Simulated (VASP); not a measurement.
# LiZr4N3 (P6_3/mmc) in VASP: further runs

Runs on LiZr4N3. Level: PBE. Tasks: single point.

Everything below comes from runs of VASP 6.6.1. Logs are shortened: lines on timing, memory, paths and dates and some standing lists are left out, and cuts for length are marked.

## Step 1: Starting point

The structure is hexagonal, space group P6_3/mmc (No. 194). Conventional cell: a = 3.243 Å, b = 3.243 Å, c = 26.440 Å, α = 90.00°, β = 90.00°, γ = 120.00°. Around Li (site symmetry -6m2) lie 6 Li at 3.24 Å and 6 Zr at 3.27 Å. Around Zr (site symmetry 3m) lie 3 N at 2.26 Å. Zr (site symmetry 3m) is surrounded by 6 N at 2.28 to 2.32 Å. Around N (site symmetry 3m) lie 6 Zr at 2.26 to 2.28 Å. N (site symmetry -3m) has 6 Zr at 2.32 Å as nearest neighbours.

The cell was built by a generator and needn't be a form met in nature.

## Step 2: Single point, PBE

Contents of INCAR:

```
SYSTEM = LiZr4N3
ALGO     = Normal         ! electronic algorithm
EDIFF    = 1E-6           ! SCF threshold, eV
ENCUT    = 520            ! plane-wave cutoff, eV
GGA      = PE             ! functional
ISIF     = 2              ! what is computed and relaxed
ISMEAR   = 0              ! smearing method
KPAR     = 8            
LASPH    = .True.         ! aspherical terms in the spheres
LCHARG   = .False.        ! write CHGCAR
LREAL    = .False.        ! projectors in reciprocal space
LWAVE    = .False.        ! write WAVECAR
NELM     = 120            ! most SCF steps
PREC     = Accurate       ! precision mode
SIGMA    = 0.1            ! smearing width, eV
```

Contents of KPOINTS:

```
k-points
0
Gamma
  10 10 2
  0 0 0
```

Contents of POSCAR:

```
LiZr4N3
1.0
    3.2431700000      0.0000000000      0.0000000000
   -1.6215850000      2.8086670000      0.0000000000
    0.0000000000      0.0000000000     26.4401100000
Li Zr N
2 8 6
Direct
    0.6666670000      0.3333330000      0.7500000000
    0.3333330000      0.6666670000      0.2500000000
    0.0000000000      0.0000000000      0.8515840000
    0.6666670000      0.3333330000      0.9484030000
    0.0000000000      0.0000000000      0.1484160000
    0.3333330000      0.6666670000      0.0515970000
    0.0000000000      0.0000000000      0.6484160000
    0.6666670000      0.3333330000      0.5515970000
    0.0000000000      0.0000000000      0.3515840000
    0.3333330000      0.6666670000      0.4484030000
    0.3333330000      0.6666670000      0.8994190000
    0.6666670000      0.3333330000      0.1005810000
    0.0000000000      0.0000000000      0.0000000000
    0.3333330000      0.6666670000      0.6005810000
    0.6666670000      0.3333330000      0.3994190000
    0.0000000000      0.0000000000      0.5000000000
```

Potentials or basis: VASP PAW PBE potentials, release 64 (Li_sv, Zr_sv, N).

Launch:

```sh
> cat potpaw_PBE.64/Li_sv/POTCAR potpaw_PBE.64/Zr_sv/POTCAR potpaw_PBE.64/N/POTCAR > POTCAR
> mpirun -np 8 vasp_std > vasp.out
```

OUTCAR:

```text
SYSTEM = LiZr4N3
   EDIFF = 1E-6
   ENCUT = 520
   GGA = PE
   ISIF = 2
   ISMEAR = 0
   LASPH = .True.
   LREAL = .False.
   NELM = 120
   PREC = Accurate

 ion  position               nearest neighbor table
   1  0.667  0.333  0.750-
   2  0.333  0.667  0.250-
   3  0.000  0.000  0.852-  11 2.26  11 2.26  11 2.26   4 3.17   4 3.17   4 3.17
   4  0.667  0.333  0.948-  11 2.28  11 2.28  11 2.28  13 2.32  13 2.32  13 2.32   3 3.17   3 3.17
                             3 3.17   6 3.31   6 3.31   6 3.31
   5  0.000  0.000  0.148-  12 2.26  12 2.26  12 2.26   6 3.17   6 3.17   6 3.17
   6  0.333  0.667  0.052-  12 2.28  12 2.28  12 2.28  13 2.32  13 2.32  13 2.32   5 3.17   5 3.17
                             5 3.17   4 3.31   4 3.31   4 3.31
   7  0.000  0.000  0.648-  14 2.26  14 2.26  14 2.26   8 3.17   8 3.17   8 3.17
   8  0.667  0.333  0.552-  14 2.28  14 2.28  14 2.28  16 2.32  16 2.32  16 2.32   7 3.17   7 3.17
                             7 3.17  10 3.31  10 3.31  10 3.31
   9  0.000  0.000  0.352-  15 2.26  15 2.26  15 2.26  10 3.17  10 3.17  10 3.17
  10  0.333  0.667  0.448-  15 2.28  15 2.28  15 2.28  16 2.32  16 2.32  16 2.32   9 3.17   9 3.17
                             9 3.17   8 3.31   8 3.31   8 3.31
  11  0.333  0.667  0.899-   3 2.26   3 2.26   3 2.26   4 2.28   4 2.28   4 2.28
  12  0.667  0.333  0.101-   5 2.26   5 2.26   5 2.26   6 2.28   6 2.28   6 2.28
  13  0.000  0.000  0.000-   4 2.32   6 2.32   6 2.32   4 2.32   4 2.32   6 2.32
  14  0.333  0.667  0.601-   7 2.26   7 2.26   7 2.26   8 2.28   8 2.28   8 2.28
  15  0.667  0.333  0.399-   9 2.26   9 2.26   9 2.26  10 2.28  10 2.28  10 2.28
  16  0.000  0.000  0.500-   8 2.32  10 2.32  10 2.32   8 2.32   8 2.32  10 2.32

  LATTYP: Found a hexagonal cell.
 ALAT       =     3.2431700000
 C/A-ratio  =     8.1525513618

  Lattice vectors:

 A1 = (   3.2431700000,   0.0000000000,   0.0000000000)
 A2 = (  -1.6215850000,   2.8086670000,   0.0000000000)
 A3 = (   0.0000000000,   0.0000000000,  26.4401100000)

Analysis of symmetry for initial positions (statically):
=====================================================================
 Subroutine PRICEL returns:
 Original cell was already a primitive cell.

 Routine SETGRP: Setting up the symmetry group for a
 hexagonal supercell.

 Subroutine GETGRP returns: Found 24 space group operations
 (whereof 12 operations were pure point group operations)
 out of a pool of 24 trial point group operations.

The static configuration has the point symmetry D_3d.
 The point group associated with its full space group is D_6h.

Analysis of symmetry for dynamics (positions and initial velocities):
=====================================================================
 Subroutine PRICEL returns:
 Original cell was already a primitive cell.

 Routine SETGRP: Setting up the symmetry group for a
 hexagonal supercell.

 Subroutine GETGRP returns: Found 24 space group operations
 (whereof 12 operations were pure point group operations)
 out of a pool of 24 trial point group operations.

The dynamic configuration has the point symmetry D_3d.
 The point group associated with its full space group is D_6h.

 Subroutine INISYM returns: Found 24 space group operations
 (whereof 12 operations are pure point group operations),
 and found     1 'primitive' translations

----------------------------------------------------------------------------------------

                                     Primitive cell

  volume of cell :     240.8426

  direct lattice vectors                    reciprocal lattice vectors
     3.243170000  0.000000000  0.000000000     0.308340297  0.178020392  0.000000000
    -1.621585000  2.808667000  0.000000000     0.000000000  0.356040784  0.000000000
     0.000000000  0.000000000 26.440110000     0.000000000  0.000000000  0.037821325

  length of vectors
     3.243170000  3.243169473 26.440110000     0.356040726  0.356040784  0.037821325

  position of ions in fractional coordinates (direct lattice)
     0.666667000  0.333333000  0.750000000
     0.333333000  0.666667000  0.250000000
     0.000000000  0.000000000  0.851584000
     0.666667000  0.333333000  0.948403000
     0.000000000  0.000000000  0.148416000
     0.333333000  0.666667000  0.051597000
[... 8 lines left out ...]
     0.666667000  0.333333000  0.399419000
     0.000000000  0.000000000  0.500000000

  ion indices of the primitive-cell ions
   primitive index   ion index
                 1           1
                 2           2
                 3           3
                 4           4
                 5           5
                 6           6
[... 8 lines left out ...]
                15          15
                16          16

----------------------------------------------------------------------------------------

 KPOINTS: k-points

Automatic generation of k-mesh.
 Grid dimensions read from file:
 generate k-points for:   10   10    2

 Generating k-lattice:

  Cartesian coordinates                     Fractional coordinates (reciprocal lattice)
     0.030834030  0.017802039  0.000000000     0.100000000  0.000000000  0.000000000
     0.000000000  0.035604078  0.000000000     0.000000000  0.100000000  0.000000000
     0.000000000  0.000000000  0.018910663     0.000000000  0.000000000  0.500000000

  Length of vectors
     0.035604073  0.035604078  0.018910663

  Shift w.r.t. Gamma in fractional coordinates (k-lattice)
     0.000000000  0.000000000  0.000000000

 Subroutine IBZKPT returns following result:
 ===========================================

 Found     28 irreducible k-points:

 Following reciprocal coordinates:
            Coordinates               Weight
  0.000000  0.000000  0.000000      1.000000
  0.100000 -0.000000  0.000000      6.000000
  0.200000 -0.000000  0.000000      6.000000
  0.300000 -0.000000  0.000000      6.000000
  0.400000  0.000000  0.000000      6.000000
  0.500000  0.000000  0.000000      3.000000
[... 16 lines left out ...]
  0.300000  0.100000  0.500000     12.000000
  0.400000  0.100000  0.500000     12.000000
 [... further k-points ...]
   k-points           NKPTS =     28   k-points in BZ     NKDIM =     28   number of bands    NBANDS=     79
   number of dos      NEDOS =    301   number of ions     NIONS =     16
   total plane-waves  NPLWV = 115200
   dimension x,y,z NGX =    24 NGY =   24 NGZ =  200
   dimension x,y,z NGXF=    48 NGYF=   48 NGZF=  400
   ions per type =               2   8   6
   NGX,Y,Z   is equivalent  to a cutoff of  12.30, 12.30, 12.58 a.u.
   NGXF,Y,Z  is equivalent  to a cutoff of  24.60, 24.60, 25.15 a.u.
 SYSTEM =  LiZr4N3
   PREC   = accura    normal or accurate (medium, high low for compatibility)
   ISTART =      0    job   : 0-new  1-cont  2-samecut
   ICHARG =      2    charge: 1-file 2-atom 10-const
   ISPIN  =      1    spin polarized calculation?
   LNONCOLLINEAR =      F non collinear calculations
   LSORBIT =      F    spin-orbit coupling
   LASPH  =      T    aspherical Exc in radial PAW
   ENCUT  =  520.0 eV  38.22 Ry    6.18 a.u.   6.03  6.03 49.16*2*pi/ulx,y,z
   NELM   =    120;   NELMIN=  2; NELMDL= -5     # of ELM steps
   EDIFF  = 0.1E-05   stopping-criterion for ELM
   LREAL  =      F    real-space projection
   EDIFFG = 0.1E-04   stopping-criterion for IOM
   NSW    =      0    number of steps for IOM
   IBRION =     -1    ionic relax: 0-MD 1-quasi-New 2-CG
   NFREE  =      0    steps in history (QN), initial steepest desc. (CG)
   ISIF   =      2    stress and relaxation
   ISYM   =      2    0-nonsym 1-usesym 2-fastsym
   POTIM  = 0.5000    time-step for ionic-motion
   TEBEG  =    0.0;   TEEND  =   0.0 temperature during run
   PSTRESS=    0.0 pullay stress
   NELECT =     132.0000    total number of electrons
   NUPDOWN=      -1.0000    fix difference up-down
   EMIN   =  10.00;   EMAX   =-10.00  energy-range for DOS
   EFERMI =   0.00;   METHOD = LEGACY
   ISMEAR =     0;   SIGMA  =   0.10  broadening in eV -4-tet -1-fermi 0-gaus
   EFERMI_NEDOS =   21; number of points for ismear=-14 and -15
   IALGO  =     38    algorithm
   IMIX   =      4    mixing-type and parameters
     AMIX     =   0.40;   BMIX     =  1.00
     AMIX_MAG =   1.60;   BMIX_MAG =  1.00
  volume/ion in A,a.u.               =      15.05       101.58
  Fermi-wavevector in a.u.,A,eV,Ry     =   1.339744  2.531749 24.421278  1.794913
  Thomas-Fermi vector in A             =   2.468111
   LORBIT       =      0    0 simple, 1 ext, 2 COOP (PROOUT), +10 PAW based schemes
   GGA     = PE    functional components
   LHFCALC =     F    Hartree Fock is set to
   AEXX    =    0.0000 exact exchange contribution
   IVDW    =     0    specifies the selected vdW correction
   LEPSILON=     F    determine dielectric tensor
   LRPA    =     F    only Hartree local field effects (RPA)
 non-spin polarized calculation
 Gauss-broadening in eV      SIGMA  =   0.10
  energy-cutoff  :      520.00
  volume of cell :      240.84
 maximum number of plane-waves:      6560
   NGX = 13   NGY = 13   NGZ = 99

 number of electron     132.0000016 magnetization

 Free energy of the ion-electron system (eV)
  ---------------------------------------------------
  ext. energy  EPLUGINS =         0.00000000
  ---------------------------------------------------
  free energy    TOTEN  =      -142.08510984 eV

  energy without entropy =     -142.04001619  energy(sigma->0) =     -142.06256302

 E-fermi :   8.7575     XC(G=0): -11.0637

 val. band max:        8.7496353716   @ k =   0.4000   0.2000   0.5000
 cond. band min:       8.7820897151   @ k =   0.4000   0.2000   0.0000
 fundamental gap:      0.0324543435
 Fermi energy:         8.7574867669

 k-point     1 :       0.0000    0.0000    0.0000
  band No.  band energies     occupation
      1     -40.8062      2.00000
      2     -40.8062      2.00000
      3     -40.7516      2.00000
      4     -40.7516      2.00000
      5     -40.3322      2.00000
      6     -40.3321      2.00000
[... 70 lines left out ...]
     77      10.5149      0.00000
     78      10.5214      0.00000

 k-point     2 :       0.1000   -0.0000    0.0000
  band No.  band energies     occupation
      1     -40.7958      2.00000
      2     -40.7958      2.00000
      3     -40.7436      2.00000
      4     -40.7436      2.00000
      5     -40.3243      2.00000
      6     -40.3243      2.00000
[... 70 lines left out ...]
     77      10.4462      0.00000
     78      10.5872      0.00000
[... 1699 lines left out ...]
     77      11.5549      0.00000
     78      11.5591      0.00000

 k-point    24 :       0.4000    0.1000    0.5000
  band No.  band energies     occupation
      1     -40.6905      2.00000
      2     -40.6905      2.00000
      3     -40.6728      2.00000
      4     -40.6728      2.00000
      5     -40.2492      2.00000
      6     -40.2492      2.00000
[... 70 lines left out ...]
     77      11.7604      0.00000
     78      11.7606      0.00000

 [... further k-points ...]

 [bands above 78 left out]

------------------------ aborting loop because EDIFF is reached ----------------------------------------

  FORCE on cell =-STRESS in cart. coord.  units (eV):
  Direction    XX          YY          ZZ          XY          YZ          ZX
  --------------------------------------------------------------------------------------
  -------------------------------------------------------------------------------------
  Total        0.0625030      0.0625030      0.0934716      0.0000000      0.0000000     -0.0000000
  in kB        0.4157943      0.4157941      0.6218091      0.0000000      0.0000000     -0.0000000
  external PRESSURE =       0.4844658 kB  Pullay stress =       0.0000000 kB

 VOLUME and BASIS-vectors are now :
 -----------------------------------------------------------------------------
  energy-cutoff  :      520.00
  volume of cell :      240.84
      direct lattice vectors                 reciprocal lattice vectors
     3.243170000  0.000000000  0.000000000     0.308340297  0.178020392  0.000000000
    -1.621585000  2.808667000  0.000000000     0.000000000  0.356040784  0.000000000
     0.000000000  0.000000000 26.440110000     0.000000000  0.000000000  0.037821325

 POSITION                                       TOTAL-FORCE (eV/Angst)
 -----------------------------------------------------------------------------------
      1.62159      0.93622     19.83008         0.000000     -0.000000      0.000000
     -0.00000      1.87245      6.61003        -0.000000      0.000000      0.000000
      0.00000      0.00000     22.51597         0.000000     -0.000000      0.000627
      1.62159      0.93622     25.07588        -0.000000      0.000000     -0.001381
      0.00000      0.00000      3.92414        -0.000000      0.000000     -0.000627
     -0.00000      1.87245      1.36423         0.000000     -0.000000      0.001381
[... 8 lines left out ...]
      1.62159      0.93622     10.56068        -0.000000      0.000000     -0.006797
      0.00000      0.00000     13.22006         0.000000     -0.000000      0.000000
 -----------------------------------------------------------------------------------
    total drift:                                0.001824     -0.001053      0.004027

  FREE ENERGIE OF THE ION-ELECTRON SYSTEM (eV)
  ---------------------------------------------------
  free  energy   TOTEN  =      -142.0851098440 eV

  energy  without entropy=     -142.0400161915  energy(sigma->0) =     -142.06256302
```

Run time: 2.9 min. Hardware: 8 MPI ranks of Intel Xeon Platinum 8488C (Sapphire Rapids), shared host; peak memory 0.58 GiB.

Results:

```
Free energy            : -142.0851 eV
Largest force          : 0.007 eV/Å
Band gap on the k mesh : none (metal or under the smearing width)
```

Forces in eV/Å, atoms in the order of the input:
```
Li   0.000  0.000  0.000
Li   0.000  0.000  0.000
Zr   0.000  0.000  0.001
Zr   0.000  0.000 -0.001
Zr   0.000  0.000 -0.001
Zr   0.000  0.000  0.001
Zr   0.000  0.000 -0.001
Zr   0.000  0.000  0.001
Zr   0.000  0.000  0.001
Zr   0.000  0.000 -0.001
N    0.000  0.000 -0.007
N    0.000  0.000  0.007
N    0.000  0.000  0.000
N    0.000  0.000  0.007
N    0.000  0.000 -0.007
N    0.000  0.000  0.000
```

Caveat: the cutoff is under 1.25 times the usual one of these potentials, so pressure, stress and relaxed cells hold a basis-set (Pulay) error.

(Part 1 of 2 ends here.)
